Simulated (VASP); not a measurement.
All values below come from PBEsol GGA, VASP's PBE PAW potentials (set 64) (plane waves; VASP 6.6.1).

VASP ran on this input.

### KPOINTS
```
Regular mesh
0
gamma
 17 17 9
```

**POSCAR**
```
Be
1
    1.1301213818    -1.9574274841     0.0000000000
    1.1301213818     1.9574274841     0.0000000000
    0.0000000000     0.0000000000     3.5509623198
Be
2
Direct
  0.3333330000   0.6666670000   0.2500000000
  0.6666670000   0.3333330000   0.7500000000
```

INCAR:
```
! general
SYSTEM=Be
PREC  =Accurate
ENCUT =530
LREAL =.FALSE.
LASPH =.TRUE.

! electronic loop
EDIFF =1E-7
NELM  =100
ALGO  =Normal

! smearing
ISMEAR=1
SIGMA =0.1

! functional
GGA   =PS

! ions
IBRION=6
NSW   =1
ISIF  =3
POTIM =0.015
NFREE =2

! output
LWAVE =.FALSE.
LCHARG=.FALSE.
```

POTCAR, in this order: Be (PBE.64 set). Program: vasp_std.

The resulting files:

OSZICAR:
```
...
DAV:   4    -0.798775613816E+01   -0.29839E-06   -0.14832E-06  6282   0.114E-02    0.158E-03
DAV:   5    -0.798775631289E+01   -0.17473E-06   -0.20628E-08  5130   0.106E-03    0.101E-04
DAV:   6    -0.798775630786E+01    0.50276E-08   -0.33231E-10  3276   0.191E-04
   5 F= -.79877563E+01 E0= -.79877715E+01  d E =0.456193E-04
       N       E                     dE             d eps       ncg     rms          rms(c)
DAV:   1    -0.798929031769E+01   -0.15340E-02   -0.49715E-02  2454   0.218E+00    0.852E-02
DAV:   2    -0.798854613839E+01    0.74418E-03   -0.26236E-04  3156   0.147E-01    0.538E-02
DAV:   3    -0.798734679746E+01    0.11993E-02   -0.50485E-05  2364   0.767E-02    0.231E-03
DAV:   4    -0.798735171479E+01   -0.49173E-05   -0.59917E-07  2850   0.754E-03    0.112E-03
DAV:   5    -0.798733186216E+01    0.19853E-04   -0.42844E-08  1782   0.285E-03    0.801E-05
DAV:   6    -0.798733106893E+01    0.79322E-06   -0.14334E-09  1332   0.441E-04    0.404E-05
DAV:   7    -0.798733080169E+01    0.26725E-06   -0.10653E-10  1182   0.106E-04    0.614E-06
DAV:   8    -0.798733077239E+01    0.29291E-07   -0.96296E-12  1158   0.416E-05
   6 F= -.79873308E+01 E0= -.79873615E+01  d E =0.921371E-04
       N       E                     dE             d eps       ncg     rms          rms(c)
DAV:   1    -0.798738922596E+01   -0.58424E-04   -0.15561E-01  2550   0.325E+00    0.148E-01
DAV:   2    -0.798722003373E+01    0.16919E-03   -0.68222E-04  2478   0.248E-01    0.906E-02
DAV:   3    -0.798709659232E+01    0.12344E-03   -0.92283E-05  2670   0.934E-02    0.245E-03
DAV:   4    -0.798709662013E+01   -0.27812E-07   -0.69972E-07  2598   0.801E-03
   7 F= -.79870966E+01 E0= -.79871366E+01  d E =0.119852E-03
       N       E                     dE             d eps       ncg     rms          rms(c)
DAV:   1    -0.799034580955E+01   -0.32492E-02   -0.63311E-02 11586   0.190E+00    0.925E-02
DAV:   2    -0.799026063729E+01    0.85172E-04   -0.29869E-04 11172   0.156E-01    0.560E-02
DAV:   3    -0.799019416985E+01    0.66467E-04   -0.53448E-05 12246   0.549E-02    0.181E-03
DAV:   4    -0.799019415999E+01    0.98549E-08   -0.54094E-07 11322   0.688E-03
   8 F= -.79901942E+01 E0= -.79902341E+01  d E =0.119772E-03
       N       E                     dE             d eps       ncg     rms          rms(c)
DAV:   1    -0.799048023791E+01   -0.28607E-03   -0.56612E-02 11850   0.136E+00    0.116E-01
DAV:   2    -0.799030126004E+01    0.17898E-03   -0.26286E-04 10806   0.137E-01    0.688E-02
DAV:   3    -0.799019388685E+01    0.10737E-03   -0.12243E-04 12030   0.596E-02    0.154E-03
DAV:   4    -0.799019404503E+01   -0.15818E-06   -0.13787E-06 10404   0.113E-02    0.972E-04
DAV:   5    -0.799019405418E+01   -0.91499E-08   -0.48047E-09  8514   0.659E-04
   9 F= -.79901941E+01 E0= -.79902340E+01  d E =0.119778E-03
       N       E                     dE             d eps       ncg     rms          rms(c)
DAV:   1    -0.798999541217E+01    0.19863E-03   -0.46674E-02 12006   0.143E+00    0.622E-02
DAV:   2    -0.798987347060E+01    0.12194E-03   -0.20405E-04 10374   0.127E-01    0.391E-02
DAV:   3    -0.798968652295E+01    0.18695E-03   -0.35355E-05 12354   0.325E-02    0.116E-03
DAV:   4    -0.798968609486E+01    0.42809E-06   -0.38735E-07 10446   0.608E-03    0.686E-04
DAV:   5    -0.798968426498E+01    0.18299E-05   -0.10184E-08  8580   0.566E-04    0.142E-05
DAV:   6    -0.798968428129E+01   -0.16312E-07   -0.19255E-10  5574   0.141E-04
  10 F= -.79896843E+01 E0= -.79897409E+01  d E =0.169722E-03
       N       E                     dE             d eps       ncg     rms          rms(c)
DAV:   1    -0.798971395198E+01   -0.29687E-04   -0.36725E-02 12678   0.125E+00    0.680E-02
DAV:   2    -0.798970272740E+01    0.11225E-04   -0.18999E-04  9720   0.115E-01    0.418E-02
DAV:   3    -0.798968429064E+01    0.18437E-04   -0.87835E-06 12666   0.188E-02    0.438E-04
DAV:   4    -0.798968430457E+01   -0.13930E-07   -0.76784E-08  9726   0.268E-03
  11 F= -.79896843E+01 E0= -.79897409E+01  d E =0.169726E-03
       N       E                     dE             d eps       ncg     rms          rms(c)
DAV:   1    -0.798986968386E+01   -0.18539E-03   -0.32679E-02 12714   0.122E+00    0.472E-02
DAV:   2    -0.798980527655E+01    0.64407E-04   -0.16691E-04  9876   0.111E-01    0.294E-02
DAV:   3    -0.798968482331E+01    0.12045E-03   -0.43913E-06 12810   0.136E-02    0.662E-04
DAV:   4    -0.798968410671E+01    0.71660E-06   -0.36880E-08  9342   0.183E-03    0.396E-04
DAV:   5    -0.798968142608E+01    0.26806E-05   -0.10631E-09  7128   0.236E-04    0.413E-06
DAV:   6    -0.798968143602E+01   -0.99388E-08   -0.25976E-11  5436   0.545E-05
  12 F= -.79896814E+01 E0= -.79897380E+01  d E =0.169763E-03
       N       E                     dE             d eps       ncg     rms          rms(c)
DAV:   1    -0.798970763206E+01   -0.26206E-04   -0.52774E-02 12348   0.130E+00    0.682E-02
DAV:   2    -0.798970014906E+01    0.74830E-05   -0.23412E-04  9852   0.122E-01    0.418E-02
DAV:   3    -0.798968144347E+01    0.18706E-04   -0.87397E-06 11976   0.188E-02    0.274E-04
DAV:   4    -0.798968145591E+01   -0.12435E-07   -0.81804E-08  9876   0.269E-03
  13 F= -.79896815E+01 E0= -.79897380E+01  d E =0.169768E-03
       N       E                     dE             d eps       ncg     rms          rms(c)
DAV:   1    -0.799127839548E+01   -0.15970E-02   -0.64101E-02 11874   0.181E+00    0.368E-02
DAV:   2    -0.799128063583E+01   -0.22403E-05   -0.27886E-04 11058   0.163E-01    0.230E-02
DAV:   3    -0.799124714935E+01    0.33486E-04   -0.42771E-06 13224   0.132E-02    0.711E-04
DAV:   4    -0.799124667578E+01    0.47357E-06   -0.40688E-08 10854   0.200E-03    0.418E-04
DAV:   5    -0.799124619614E+01    0.47964E-06   -0.30869E-09  7566   0.346E-04    0.143E-05
DAV:   6    -0.799124620125E+01   -0.51118E-08   -0.49697E-11  5838   0.741E-05
  14 F= -.79912462E+01 E0= -.79913190E+01  d E =0.218505E-03
       N       E                     dE             d eps       ncg     rms          rms(c)
DAV:   1    -0.799122700014E+01    0.19196E-04   -0.11144E-01  8730   0.239E+00    0.337E-02
DAV:   2    -0.799125039965E+01   -0.23400E-04   -0.30446E-04 12252   0.191E-01    0.205E-02
DAV:   3    -0.799124621303E+01    0.41866E-05   -0.73200E-06 11736   0.168E-02    0.908E-04
DAV:   4    -0.799124620707E+01    0.59642E-08   -0.76615E-08 11538   0.262E-03
  15 F= -.79912462E+01 E0= -.79913190E+01  d E =0.218499E-03
       N       E                     dE             d eps       ncg     rms          rms(c)
DAV:   1    -0.799121785194E+01    0.28361E-04   -0.11178E-01  3156   0.232E+00    0.801E-02
DAV:   2    -0.799080160028E+01    0.41625E-03   -0.22762E-03  5202   0.363E-01    0.314E-02
DAV:   3    -0.799072991849E+01    0.71682E-04   -0.38126E-04  4008   0.102E-01    0.573E-03
DAV:   4    -0.799073024537E+01   -0.32688E-06   -0.80075E-06  4230   0.276E-02    0.187E-03
DAV:   5    -0.799072982004E+01    0.42533E-06   -0.13891E-07  3492   0.228E-03    0.210E-04
DAV:   6    -0.799072972931E+01    0.90728E-07   -0.50128E-09  2298   0.568E-04
  16 F= -.79907297E+01 E0= -.79908055E+01  d E =0.227389E-03
       N       E                     dE             d eps       ncg     rms          rms(c)
DAV:   1    -0.799287799962E+01   -0.21482E-02   -0.21668E-01  3192   0.290E+00    0.157E-01
DAV:   2    -0.799101282166E+01    0.18652E-02   -0.67379E-03  4530   0.544E-01    0.595E-02
DAV:   3    -0.799072662956E+01    0.28619E-03   -0.16056E-03  4302   0.208E-01    0.695E-03
DAV:   4    -0.799072956943E+01   -0.29399E-05   -0.22039E-05  3972   0.490E-02    0.242E-03
DAV:   5    -0.799072966323E+01   -0.93796E-07   -0.79508E-08  4194   0.227E-03
  17 F= -.79907297E+01 E0= -.79908055E+01  d E =0.227390E-03
```

OUTCAR:
```
------------------------ aborting loop because EDIFF is reached ----------------------------------------
  FORCE on cell =-STRESS in cart. coord.  units (eV):
  Direction    XX          YY          ZZ          XY          YZ          ZX
  --------------------------------------------------------------------------------------
  Total        0.0213100      0.0213100      0.0081326     -0.0000000     -0.0000000      0.0000000
  in kB        2.1732393      2.1732389      0.8293831     -0.0000000     -0.0000000      0.0000000
  external PRESSURE =       1.7252871 kB  Pullay stress =       0.0000000 kB
  volume of cell :       15.71
      direct lattice vectors                 reciprocal lattice vectors
     1.130121382 -1.957427484  0.000000000     0.442430351 -0.255437304  0.000000000
     1.130121382  1.957427484  0.000000000     0.442430351  0.255437304  0.000000000
     0.000000000  0.000000000  3.550962320     0.000000000  0.000000000  0.281613802
 POSITION                                       TOTAL-FORCE (eV/Angst)
 -----------------------------------------------------------------------------------
      1.13012      0.65248      0.87274        -0.000000      0.000000      0.124019
      1.13012     -0.65248      2.66322         0.000000     -0.000000     -0.124019
 -----------------------------------------------------------------------------------
    total drift:                                0.000000      0.000003      0.000001
  FREE ENERGIE OF THE ION-ELECTRON SYSTEM (eV)
  ---------------------------------------------------
  free  energy   TOTEN  =        -7.9907296632 eV

  energy  without entropy=       -7.9909570529  energy(sigma->0) =       -7.99080546

   1 f  =   21.176109 THz   133.053414 2PiTHz  706.358950 cm-1    87.577309 meV
             X         Y         Z           dx          dy          dz
      1.130121  0.652477  0.887741     0.000000    0.000000    0.707107
      1.130121 -0.652477  2.663222     0.000000   -0.000000   -0.707107

   2 f  =   14.069365 THz    88.400428 2PiTHz  469.303503 cm-1    58.186192 meV
             X         Y         Z           dx          dy          dz
      1.130121  0.652477  0.887741    -0.707107   -0.000000    0.000000
      1.130121 -0.652477  2.663222     0.707107    0.000000    0.000000

   3 f  =   14.069364 THz    88.400420 2PiTHz  469.303463 cm-1    58.186187 meV
             X         Y         Z           dx          dy          dz
      1.130121  0.652477  0.887741     0.000000   -0.707107   -0.000000
      1.130121 -0.652477  2.663222    -0.000000    0.707107   -0.000000

   4 f  =    0.000000 THz     0.000001 2PiTHz    0.000005 cm-1     0.000001 meV
             X         Y         Z           dx          dy          dz
      1.130121  0.652477  0.887741     0.669053   -0.203857    0.103973
      1.130121 -0.652477  2.663222     0.669053   -0.203857    0.103973

   5 f/i=    0.000000 THz     0.000000 2PiTHz    0.000002 cm-1     0.000000 meV
             X         Y         Z           dx          dy          dz
      1.130121  0.652477  0.887741     0.227556    0.558672   -0.368922
      1.130121 -0.652477  2.663222     0.227556    0.558672   -0.368922

   6 f/i=    0.000000 THz     0.000002 2PiTHz    0.000010 cm-1     0.000001 meV
             X         Y         Z           dx          dy          dz
      1.130121  0.652477  0.887741    -0.024212   -0.382528   -0.594211
      1.130121 -0.652477  2.663222    -0.024212   -0.382528   -0.594211

 ELASTIC MODULI CONTR FROM IONIC RELAXATION (kBar)
 Direction    XX          YY          ZZ          XY          YZ          ZX
 --------------------------------------------------------------------------------
 XX        -193.0819    193.0819     -0.0000      0.0000     -0.0000      0.0000
 YY         193.0819   -193.0818      0.0000      0.0000      0.0000      0.0000
 ZZ          -0.0000      0.0000     -0.0000      0.0000     -0.0000      0.0000
 XY           0.0000      0.0000      0.0000   -193.0819      0.0000      0.0000
 YZ          -0.0000      0.0000     -0.0000      0.0000     -0.0000      0.0000
 ZX           0.0000      0.0000      0.0000      0.0000      0.0000      0.0000
 --------------------------------------------------------------------------------

 TOTAL ELASTIC MODULI (kBar)
 Direction    XX          YY          ZZ          XY          YZ          ZX
 --------------------------------------------------------------------------------
 XX        2915.6748    636.9103     24.2822      0.0000     -0.0000      0.0000
 YY         636.9103   2915.6738     24.2822      0.0000      0.0000      0.0000
 ZZ          24.2822     24.2822   4009.7116      0.0000      0.0000     -0.0000
 XY           0.0000      0.0000      0.0000   1139.3820      0.0000     -0.0000
 YZ          -0.0000      0.0000      0.0000     -0.0000   1774.6110      0.0000
 ZX           0.0000      0.0000     -0.0000     -0.0000      0.0000   1774.6113
 --------------------------------------------------------------------------------
```
(Selected blocks of OUTCAR.)

Finite-difference elastic constants of metals are sensitive to mesh and smearing; shear constants can be off by tens of GPa.

The compound is Be in the hcp structure. It was relaxed first.
